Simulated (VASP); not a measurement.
An input for Quantum ESPRESSO's pw.x (written as the equivalent of a VASP run, and not itself run):

```
&CONTROL
  calculation = 'vc-relax'
  pseudo_dir = './pseudo'
  outdir = './out'
  tprnfor = .true.
  tstress = .true.
  nstep = 30
  forc_conv_thr = 0.00039
/
&SYSTEM
  ibrav = 0
  nat = 2
  ntyp = 2
  ecutwfc = 82
  occupations = 'smearing'
  smearing = 'methfessel-paxton'
  degauss = 0.00735
  input_dft = 'pbesol'
/
&ELECTRONS
  conv_thr = 7.3e-09
  electron_maxstep = 100
/
&IONS
/
&CELL
  cell_dofree = 'shape'
/
ATOMIC_SPECIES
  W 183.840 W.upf
  C 12.011 C.upf
CELL_PARAMETERS angstrom
     1.4214389   -2.4620045    0.0000000
     1.4214389    2.4620045    0.0000000
     0.0000000    0.0000000    2.7713646
ATOMIC_POSITIONS crystal
  W    0.0000000  0.0000000  0.0000000
  C    0.3333330  0.6666670  0.5000000
K_POINTS automatic
  14 14 13 0 0 0
```

Question: Translate this input to VASP (INCAR, KPOINTS, POSCAR, choice of POTCAR).

Answer: One answer among several that fit: 
File POSCAR:
```
WC
1.0
  1.4214389437  -2.4620045431   0.0000000000
  1.4214389437   2.4620045431   0.0000000000
  0.0000000000   0.0000000000   2.7713645823
W C
1 1
direct
  0.0000000000   0.0000000000   0.0000000000
  0.3333330000   0.6666670000   0.5000000000
```

INCAR:
```
! general
SYSTEM   =  WC
PREC     =  Accurate
ENCUT    =  520
LREAL    =  .FALSE.
LASPH    =  .TRUE.

! electronic loop
EDIFF    =  1E-7
NELM     =  100
ALGO     =  Normal
LMAXMIX  =  6

! smearing
ISMEAR   =  1
SIGMA    =  0.1

! functional
GGA      =  PS

! ions
IBRION   =  2
NSW      =  30
ISIF     =  4
EDIFFG   =  -0.01

! output
LWAVE    =  .FALSE.
LCHARG   =  .FALSE.
```

File KPOINTS:
```
Automatic mesh
0
Gamma
14 14 13
0 0 0
```

POTCAR, in this order: W_sv C (PBE.64 set). Program: vasp_std.

Limits of the translation: the potentials are each code's own (VASP's PAW set, PseudoDojo norm-conserving files in pw.x), so ENCUT and ecutwfc are chosen apart and not converted; conv_thr bounds pw.x's estimated SCF error, while EDIFF bounds the energy change between steps; forc_conv_thr acts on force components and is met together with etot_conv_thr.

The compound is WC in the wc structure. This cell is one point of a volume scan, at 0.94 of the reference volume. Symmetry was kept, so distortions that lower it aren't found.
